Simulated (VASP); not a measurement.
Here is the system:

```
VAs
1.0
    0.00000     2.88593     2.88593
    2.88593     0.00000     2.88593
    2.88593     2.88593     0.00000
As V
1 1
Direct
  0.25000   0.25000   0.25000
  0.00000   0.00000   0.00000
```
Starting moments (μB, in the order of the record's atoms As V): 0.0 2.0.

These are PBE GGA, VASP's PBE PAW potentials (set 64) (plane waves; VASP) values and carry that method's errors. Settings: 300 eV cut-off, 5×5×5 Γ-centred mesh, Gaussian smearing of 0.27 eV, potentials As V_sv.

At this cut-off the stress carries a Pulay error, which pulls relaxed volumes low. Energy and stress use the plane-wave basis of the starting cell.

Problem. The ions, cell shape and volume are relaxed. Give the cell that the relaxation ends in.

Solution. 
```
VAs
1.0
    0.00000     2.84156     2.84156
    2.84156     0.00000     2.84156
    2.84156     2.84156     0.00000
As V
1 1
Cartesian
  1.42078   1.42078   1.42078
  0.00000   0.00000   0.00000
```
Space group F-43m (216), at a tolerance of 0.03 Å. The cell ends with 1.99 μB, on the sites -0.15 1.94 μB.

Problem. How do energy and volume change from the first to the last step?

Solution. The energy (σ→0) changes by -11.6 meV/atom and the volume by -4.5 %, in 3 ionic steps.

The structure was generated: VAs was put into an ordered model structure, which need not be its known phase. This run relaxes it. Symmetry was kept, so distortions that lower it aren't found. The run is one of a series of settings (EDIFFG = -0.01, IBRION = 2, ISIF = 3, NSW = 50 against the base run), some of them coarse on purpose.
